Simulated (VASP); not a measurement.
**Moving the starting magnetic order in YbMn2Sb2**

```
CELL_PARAMETERS angstrom
4.52200 0.00000 0.00000
-2.26100 3.91617 0.00000
0.00000 0.00000 7.43900
ATOMIC_POSITIONS crystal
Yb 0.00000 0.00000 0.00000
Sb 0.66667 0.33333 0.74000
Sb 0.33333 0.66667 0.26000
Mn 0.66667 0.33333 0.38000
Mn 0.33333 0.66667 0.62000
```

The cell comes from a database or a generator and needn't be the form met in nature.

Kept alike: task single point; functional PBEsol; k mesh 5 × 5 × 3; occupations fermi-dirac, width 0.05 eV. Program: VASP, PBE PAW files Mn_pv, Sb, Yb, 520 eV. The mesh is that of the run's cell of 5 atoms. No spin-orbit coupling.

| starting magnetic order | largest site moment (μB) | moment of the cell (μB) | free energy over the lowest row (meV/atom) |
| --- | --- | --- | --- |
| antiferromagnetic | 3.83 | 0.00 | 0.00 |
| antiferromagnetic start, larger moments | 3.83 | 0.00 | 0.00 |
| ferrimagnetic | 3.83 | 0.00 | 0.00 |
| ferromagnetic | 3.83 | 8.30 | 110.26 |
| ferromagnetic start, larger moments | 3.83 | 8.30 | 110.26 |
| non-magnetic | 0.00 | 0.00 | 573.91 |
| random collinear | 3.83 | 0.00 | 0.00 |

For a metal such a mesh leaves the last digits unconverged. The runs hold the magnetic state that their start led to, which needn't be the lowest. The row without spin has no moments by construction. Site moments count inside each atom's sphere or projector. All rows use potentials made for PBE.

The largest site moment runs from 0.00 (non-magnetic) to 3.83 μB (antiferromagnetic; antiferromagnetic start, larger moments; ferrimagnetic; ferromagnetic; ferromagnetic start, larger moments; random collinear). The moment of the cell runs from 0.00 (antiferromagnetic; antiferromagnetic start, larger moments; ferrimagnetic; non-magnetic; random collinear) to 8.30 μB (ferromagnetic; ferromagnetic start, larger moments). The free energy is lowest at antiferromagnetic; antiferromagnetic start, larger moments; ferrimagnetic; random collinear, and 573.91 meV an atom higher at non-magnetic. Starts that end at one energy have found one state: antiferromagnetic; antiferromagnetic start, larger moments; ferrimagnetic; random collinear | ferromagnetic; ferromagnetic start, larger moments.
